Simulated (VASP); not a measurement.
Calculation: AM05 GGA, VASP's PBE PAW potentials (set 64) (plane waves; VASP 6.6.1).

Input for VASP

File POSCAR:
```
AuAl2
4.2370450
  0.0000000000   0.7071068608   0.7071068608
  0.7071068608   0.0000000000   0.7071068608
  0.7071068608   0.7071068608   0.0000000000
Al Au
2 1
Cart
  0.3535534304   0.3535534304   0.3535534304
  1.0606602912   1.0606602912   1.0606602912
  0.0000000000   0.0000000000   0.0000000000
```

**INCAR**
```
! general
SYSTEM =AuAl2
PREC   =Accurate
ENCUT  =520
LREAL  =.FALSE.
LASPH  =.TRUE.
ICHARG =11

! electronic loop
EDIFF  =1E-7
NELM   =100
ALGO   =Normal
LMAXMIX=6

! smearing
ISMEAR =0
SIGMA  =0.05

! functional
GGA    =AM

! output
LWAVE  =.FALSE.
LCHARG =.FALSE.
LORBIT =11
```

### KPOINTS
```
k-points along high-symmetry lines
15
Line-mode
Reciprocal
  0.000000   0.000000   0.000000 ! GAMMA
  0.500000   0.000000   0.500000 ! X

  0.500000   0.000000   0.500000 ! X
  0.625000   0.250000   0.625000 ! U

  0.375000   0.375000   0.750000 ! K
  0.000000   0.000000   0.000000 ! GAMMA

  0.000000   0.000000   0.000000 ! GAMMA
  0.500000   0.500000   0.500000 ! L

  0.500000   0.500000   0.500000 ! L
  0.500000   0.250000   0.750000 ! W

  0.500000   0.250000   0.750000 ! W
  0.500000   0.000000   0.500000 ! X
```

POTCAR, in this order: Al Au (PBE.64 set). Program: vasp_std. Read from the step before: CHGCAR.

The resulting files:

### OUTCAR
```
 ion  position               nearest neighbor table
   1  0.250  0.250  0.250-   3 2.59   3 2.59   3 2.59   3 2.59   2 3.00   2 3.00   2 3.00   2 3.00
                             2 3.00   2 3.00
   2  0.750  0.750  0.750-   3 2.59   3 2.59   3 2.59   3 2.59   1 3.00   1 3.00   1 3.00   1 3.00
                             1 3.00   1 3.00
   3  0.000  0.000  0.000-   2 2.59   2 2.59   2 2.59   1 2.59   2 2.59   1 2.59   1 2.59   1 2.59
  LATTYP: Found a face centered cubic cell.
 ALAT       =     5.9920871780
 Subroutine PRICEL returns:
 Original cell was already a primitive cell.
 Subroutine GETGRP returns: Found 48 space group operations
The static configuration has the point symmetry O_h .
The dynamic configuration has the point symmetry O_h .
 Subroutine INISYM returns: Found 48 space group operations
   k-points           NKPTS =     90   k-points in BZ     NKDIM =     90   number of bands    NBANDS=     12
   number of dos      NEDOS =    301   number of ions     NIONS =      3
   total plane-waves  NPLWV =  32768
   dimension x,y,z NGX =    32 NGY =   32 NGZ =   32
   dimension x,y,z NGXF=    64 NGYF=   64 NGZF=   64
   ions per type =               2   1
   PREC   = accura    normal or accurate (medium, high low for compatibility)
   ISTART =      0    job   : 0-new  1-cont  2-samecut
   ICHARG =     11    charge: 1-file 2-atom 10-const
   ISPIN  =      1    spin polarized calculation?
   LNONCOLLINEAR =      F non collinear calculations
...
```

### OSZICAR
```
       N       E                     dE             d eps       ncg     rms          rms(c)
DAV:   1     0.641638716356E+02    0.64164E+02   -0.72856E+03  2200   0.117E+03
DAV:   2    -0.103672437452E+02   -0.74531E+02   -0.68927E+02  2428   0.209E+02
DAV:   3    -0.122246747436E+02   -0.18574E+01   -0.17901E+01  2752   0.320E+01
DAV:   4    -0.122429328429E+02   -0.18258E-01   -0.18238E-01  2616   0.344E+00
DAV:   5    -0.122432505070E+02   -0.31766E-03   -0.31765E-03  2748   0.480E-01
DAV:   6    -0.122432592149E+02   -0.87080E-05   -0.87080E-05  2660   0.757E-02
DAV:   7    -0.122432595004E+02   -0.28544E-06   -0.28601E-06  2728   0.139E-02
DAV:   8    -0.122432595096E+02   -0.92095E-08   -0.93163E-08  2076   0.245E-03
   1 F= -.12243260E+02 E0= -.12242974E+02  d E =-.570166E-03
```

**OUTCAR**
```
 val. band max:        8.9753962543   @ k =   0.1429   0.0000   0.1429

 cond. band min:       9.0688085192   @ k =   0.5000   0.0000   0.5000



 k-point     1 :       0.0000    0.0000    0.0000
  band No.  band energies     occupation
      1      -2.8327      2.00000
      2       1.1178      2.00000
      3       1.1178      2.00000
      4       1.1178      2.00000
      5       2.0779      2.00000
      6       2.0779      2.00000
      7      10.1128      0.00000
      8      10.6862      0.00000
      9      10.6862      0.00000
     10      10.6862      0.00000
     11      11.6712      0.00000
     12      11.6712      0.00000

 k-point     2 :       0.0357    0.0000    0.0357
  band No.  band energies     occupation
      1      -2.8102      2.00000
      2       1.1082      2.00000
      3       1.1247      2.00000
      4       1.1247      2.00000
      5       2.0713      2.00000
      6       2.0816      2.00000
      7      10.0650      0.00000
      8      10.3831      0.00000
      9      10.3831      0.00000
     10      10.5437      0.00000
     11      11.7628      0.00000
     12      11.9977      0.00000

 k-point     3 :       0.0714    0.0000    0.0714
  band No.  band energies     occupation
      1      -2.7428      2.00000
      2       1.0801      2.00000
      3       1.1455      2.00000
      4       1.1455      2.00000
      5       2.0517      2.00000
      6       2.0925      2.00000
      7       9.8558      0.00000
      8       9.8558      0.00000
      9       9.9480      0.00000
     10      10.1620      0.00000
     11      12.0071      0.00000
     12      12.5956      0.00000

 k-point     4 :       0.1071    0.0000    0.1071
  band No.  band energies     occupation
      1      -2.6306      2.00000
      2       1.0353      2.00000
      3       1.1799      2.00000
      4       1.1799      2.00000
      5       2.0200      2.00000
      6       2.1101      2.00000
      7       9.3078      0.00000
...
```

The density is held fixed in this step, so its total energy and stress have no physical meaning. Unless said otherwise, spin-orbit coupling is left out, though it shifts the bands of the heavy elements here.

The compound is AuAl2 in the fluorite structure. It was relaxed first. The electron count is odd and the run is not spin-polarised, which forces a metal.
